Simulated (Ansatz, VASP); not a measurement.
# InAsH3 (InAs wire along [110], 4 atoms a period, H-terminated): VASP beside Ansatz, part 2 of 2

Wanted: the spread between two codes on one cell, functional and k mesh. The cell is taken from a series of runs on this material, whose earlier steps may have relaxed, scaled, displaced or heated it; both programs get it as it stands.

VASP 6.6.1 and Ansatz 0.2.0.

So far: The structure; VASP: single point, LDA; Ansatz: single point, LDA; Differences; Ansatz: single point, PBEsol.

### 6. VASP: single point, PBEsol

Level of this step: PBEsol; plane waves and PAW (H, In_d, As) (VASP).

The same cell, functional, mesh and smearing now go to VASP, with its own data sets.

File INCAR:

```
SYSTEM = InAsH3
PREC = Accurate
ENCUT = 400
EDIFF = 1E-06
NELM = 120
ISMEAR = -1
SIGMA = 0.05
LREAL = .FALSE.
ALGO = Normal
GGA = PS
NBANDS = 31
LORBIT = 11
LWAVE = .FALSE.
LCHARG = .FALSE.
ISIF = 2
LASPH = .TRUE.
GGA_COMPAT = .FALSE.
EFERMI = MIDGAP
KPAR = 2
```

File POSCAR:

```
InAsH3
1.0
   13.3650000000      0.0000000000      0.0000000000
    0.0000000000     11.8950000000      0.0000000000
    0.0000000000      0.0000000000      4.5063158597
H In As
6 2 2
Direct
    0.2386631740      0.5135454260      0.0000000000
    0.7609291510      0.6530452590      0.0000000000
    0.7161114780      0.4683128080      0.0000000000
    0.5151813670      0.7479405960      0.5000000000
    0.5123655280      0.3427694480      0.5000000000
    0.2981538340      0.2593741820      0.0000000000
    0.3229144380      0.4025153960      0.0000000000
    0.5551256060      0.6093139670      0.5000000000
    0.6659453830      0.5826802210      0.0000000000
    0.4345100110      0.4363842250      0.5000000000
```

File KPOINTS:

```
Automatic mesh
0
Gamma
1 1 14
0 0 0
```

Potentials, in the order of the species: H, In_d and As (PBE family, release 64).

Run with:

```bash
mpirun -np 2 vasp_std
```

Numbers of over 12 decimals in the logs are rounded to 6 here.

The log of the run:

```text
[banner, memory and clock lines left out]
running    2 mpi-ranks, on    1 nodes
[...]
[... a notice as in an earlier step ...]

 LDA part: xc-table for (Slater+PW92), standard interpolation
 POSCAR, INCAR and KPOINTS ok, starting setup
[...]
entering main loop
       N       E                     dE             d eps       ncg     rms          rms(c)
DAV:   1     0.227888342838E+03    0.22789E+03   -0.13592E+04   624   0.795E+02
DAV:   2    -0.113959632969E+02   -0.23928E+03   -0.23510E+03   607   0.231E+02
DAV:   3    -0.350744631458E+02   -0.23678E+02   -0.23586E+02   642   0.899E+01
DAV:   4    -0.358160407357E+02   -0.74158E+00   -0.74096E+00   673   0.205E+01
[...]
DAV:  21    -0.339474444834E+02   -0.60226E-05   -0.38365E-07   544   0.227E-03    0.873E-04
DAV:  22    -0.339474480227E+02   -0.35393E-05   -0.36205E-07   436   0.169E-03    0.105E-03
DAV:  23    -0.339474490099E+02   -0.98726E-06   -0.97208E-08   513   0.157E-03
   1 F= -.33947449E+02 E0= -.33947449E+02  d E =-.380575E-10
```

OUTCAR, selected parts (step 6):

```text
  Total       -1.3413339     -1.0899874     -2.0042430     -0.2950010      0.0000000      0.0000000
  in kB       -2.9998010     -2.4376818     -4.4823515     -0.6597494      0.0000000      0.0000000
  external PRESSURE =      -3.3066114 kB  Pullay stress =       0.0000000 kB

 POSITION                                       TOTAL-FORCE (eV/Angst)
 -----------------------------------------------------------------------------------
      3.18973      6.10862      0.00000         0.091944     -0.085965      0.000000
     10.16982      7.76797      0.00000         0.044706      0.031783      0.000000
      9.57083      5.57058      0.00000         0.022260     -0.053077      0.000000
      6.88540      8.89675      2.25316         0.041223     -0.115802      0.000000
      6.84777      4.07724      2.25316         0.040383     -0.040483      0.000000
      3.98483      3.08526      0.00000         0.041860      0.115839      0.000000
      4.31575      4.78792      0.00000         0.083666      0.041465      0.000000
      7.41925      7.24779      2.25316         0.017519     -0.091205      0.000000
      8.90036      6.93098      0.00000        -0.295384      0.042623      0.000000
      5.80723      5.19079      2.25316        -0.088177      0.154822      0.000000
 -----------------------------------------------------------------------------------
    total drift:                               -0.000168     -0.000386      0.000001

  FREE ENERGIE OF THE ION-ELECTRON SYSTEM (eV)
  ---------------------------------------------------
  free  energy   TOTEN  =       -33.9474490099 eV

  energy  without entropy=      -33.9474490099  energy(sigma->0) =      -33.94744901

[... 2 parts as in an earlier step ...]

[... 1 further part left out ...]
[key lines of the parts left out:]
E-fermi :  -2.8031
```

### 7. Comparison

What differs besides the data sets and the points named for the pairs above, as far as they apply: the data sets hold 62 valence electrons in Ansatz (on its default PAW (the set named soft_2) files) and 42 in VASP; Ansatz makes its cores anew for this functional, VASP keeps those of its PBE data sets. Total energies have different zeros and are not compared.

Compared:

| quantity | Ansatz | VASP | difference |
| --- | --- | --- | --- |
| gap on the k mesh (eV) | 2.317 | 2.315 | +0.002 |

A gap on the mesh is an upper bound, since the band edges may lie between its points.

### 8. Ansatz: single point, PBE

With cell and atoms fixed, the geometry can't cause a difference; cores, projectors, grids and the points listed under the comparison can.

The cell is taken from a series of runs on this material, whose earlier steps may have relaxed, scaled, displaced or heated it; both programs get it as it stands.

File input.yaml:

```yaml
crystal:
  lattice:
    - [13.365, 0.0, 0.0]
    - [0.0, 11.895, 0.0]
    - [0.0, 0.0, 4.5063158597]
  atoms:
    - { symbol: H, position: [0.238663174, 0.513545426, 0.0] }
    - { symbol: In, position: [0.322914438, 0.402515396, 0.0] }
    - { symbol: As, position: [0.665945383, 0.582680221, 0.0] }
    - { symbol: H, position: [0.760929151, 0.653045259, 0.0] }
    - { symbol: H, position: [0.716111478, 0.468312808, 0.0] }
    - { symbol: As, position: [0.434510011, 0.436384225, 0.5] }
    - { symbol: H, position: [0.515181367, 0.747940596, 0.5] }
    - { symbol: H, position: [0.512365528, 0.342769448, 0.5] }
    - { symbol: In, position: [0.555125606, 0.609313967, 0.5] }
    - { symbol: H, position: [0.298153834, 0.259374182, 0.0] }
kpoints:
  mp_grid: { grid: [1, 1, 18] }
  band_path: { path: ["Γ", Z], npoints: 50 }
scf:
  occupations: { method: fermi_dirac, width: 0.05 }
hamiltonian:
  xc: pbe
output:
  dos: { e_range: [-5, 4] }
  write_potential: true
  write_density: true
  volumetric_format: npy
  elf: true
```

Run with:

```bash
ansatz run input.yaml --threads 4 --pin off --max-ram 16384MiB --backend cpu --events-out ev --progress --plain --runs-dir out
```

The log of the run:

```text
[...]
Crystal: 10 atoms, lattice volume = 716.399 Å³
Basis set: ecut = 420 eV, 14029 PW (Γ)
Bands: 41, of which v1, the nominal top of the filled ones, is band 31 counted from 1 (30 counted from 0)
Symmetry: 2 space group operations
[...]
k-points: 10 of 18
[...]
--- Band table (eV; the first three rows and the last of 10) ---
  k-point 0: bands = [... 27 lower, -4.6657, -4.3915, -4.1455, -3.4057, -1.0644, -0.4693, 0.6748, 0.8372, ... 6 higher]
  k-point 1: bands = [... 27 lower, -4.6708, -4.4924, -4.1405, -3.4604, -0.9445, -0.3473, 0.6774, 0.8219, ... 6 higher]
  k-point 2: bands = [... 27 lower, -4.7177, -4.6486, -4.1968, -3.5740, -0.6418, -0.0372, 0.6586, 0.8084, ... 6 higher]
  k-point 9: bands = [... 27 lower, -5.0813, -4.6638, -4.6178, -4.2558, 0.0747, 0.1339, 0.8160, 1.0789, ... 6 higher]
[key lines of the parts left out:]
SCF converged after 8 iterations
Free energy (F): -21001.686153 eV
Fermi energy:    -2.225268 eV
```

### 9. VASP: single point, PBE

The same cell, functional, mesh and smearing now go to VASP, with its own data sets.

INCAR: that of step 6 with these lines changed.

```diff
@@ -9,3 +9,3 @@
 ALGO = Normal
-GGA = PS
+GGA = PE
 NBANDS = 31
```

POSCAR is that of step 6.

File KPOINTS:

```
Automatic mesh
0
Gamma
1 1 18
0 0 0
```

Run with:

```bash
mpirun -np 2 vasp_std
```

The log of the run:

```text
[banner, memory and clock lines left out]
running    2 mpi-ranks, on    1 nodes
[...]
LDA part: xc-table for (Slater+PW92), standard interpolation
 POSCAR, INCAR and KPOINTS ok, starting setup
[...]
entering main loop
       N       E                     dE             d eps       ncg     rms          rms(c)
DAV:   1     0.232909315842E+03    0.23291E+03   -0.13587E+04   756   0.795E+02
DAV:   2    -0.101206798755E+02   -0.24303E+03   -0.23804E+03   769   0.228E+02
DAV:   3    -0.343689853446E+02   -0.24248E+02   -0.24149E+02   770   0.900E+01
DAV:   4    -0.352262117649E+02   -0.85723E+00   -0.85628E+00   842   0.218E+01
[...]
DAV:  21    -0.332207385334E+02   -0.91563E-05   -0.86448E-07   588   0.248E-03    0.748E-04
DAV:  22    -0.332207413376E+02   -0.28042E-05   -0.23825E-07   599   0.221E-03    0.285E-04
DAV:  23    -0.332207422262E+02   -0.88862E-06   -0.11052E-07   592   0.106E-03
   1 F= -.33220742E+02 E0= -.33220742E+02  d E =-.283936E-10
```

From OUTCAR (step 9):

```text
  Total       -0.2028241     -0.1334388     -0.2846884     -0.0506568      0.0000000      0.0000000
  in kB       -0.4536022     -0.2984267     -0.6366861     -0.1132904      0.0000000      0.0000000
  external PRESSURE =      -0.4629050 kB  Pullay stress =       0.0000000 kB

 POSITION                                       TOTAL-FORCE (eV/Angst)
 -----------------------------------------------------------------------------------
      3.18973      6.10862      0.00000         0.007925     -0.003655      0.000000
     10.16982      7.76797      0.00000         0.071812      0.045679      0.000000
      9.57083      5.57058      0.00000         0.039561     -0.078217      0.000000
      6.88540      8.89675      2.25316         0.003409     -0.007365      0.000000
      6.84777      4.07724      2.25316         0.060232     -0.064699      0.000000
      3.98483      3.08526      0.00000         0.004804      0.007996      0.000000
      4.31575      4.78792      0.00000        -0.020558     -0.005359      0.000000
      7.41925      7.24779      2.25316        -0.004112      0.020013      0.000000
      8.90036      6.93098      0.00000        -0.104716      0.028526      0.000000
      5.80723      5.19079      2.25316        -0.058357      0.057082      0.000000
 -----------------------------------------------------------------------------------
    total drift:                               -0.000233     -0.000360      0.000001

  FREE ENERGIE OF THE ION-ELECTRON SYSTEM (eV)
  ---------------------------------------------------
  free  energy   TOTEN  =       -33.2207422262 eV

  energy  without entropy=      -33.2207422261  energy(sigma->0) =      -33.22074223

[... 1 part as in an earlier step ...]

[... 2 further parts left out ...]
[key lines of the parts left out:]
E-fermi :  -2.7741
```

### 10. Comparison

What differs besides the data sets and the points named for the pairs above, as far as they apply: the data sets hold 62 valence electrons in Ansatz (on its default PAW (the set named soft_2) files) and 42 in VASP. Total energies have different zeros and are not compared.

The two programs side by side:

| quantity | Ansatz | VASP | difference |
| --- | --- | --- | --- |
| gap on the k mesh (eV) | 2.341 | 2.338 | +0.003 |

A gap on the mesh is an upper bound, since the band edges may lie between its points.

### 11. What came out

```
difference in gap on the k mesh (single point, LDA)    : -0.0093 eV
difference in gap on the k mesh (single point, PBEsol) : 0.0024 eV
difference in gap on the k mesh (single point, PBE)    : 0.0032 eV
```

**Reading.** The difference in gap on the k mesh is -0.0093 eV (single point, LDA), within the 0.08 eV picked in this series as the mark of a large difference. The data sets hold unlike numbers of valence electrons (62 in Ansatz and 42 in VASP), so part of the differences may come from the potentials. 3 further pairs of this series are not shown here. How closely two codes agree says nothing of how well the functional describes the real material.

[Lines on the potential files, build, host, timing and source positions are cut from VASP's logs without a mark.]

[Logs are printed without paths, hosts, clocks, repeated set-up lines and the standing remarks that a program may print on its own settings, such as how far it seeks lower states.]

[Hosts, paths, dates, database ids (printed as entryN), source tags and the programs' standing remarks are cut or masked in the printed files.]
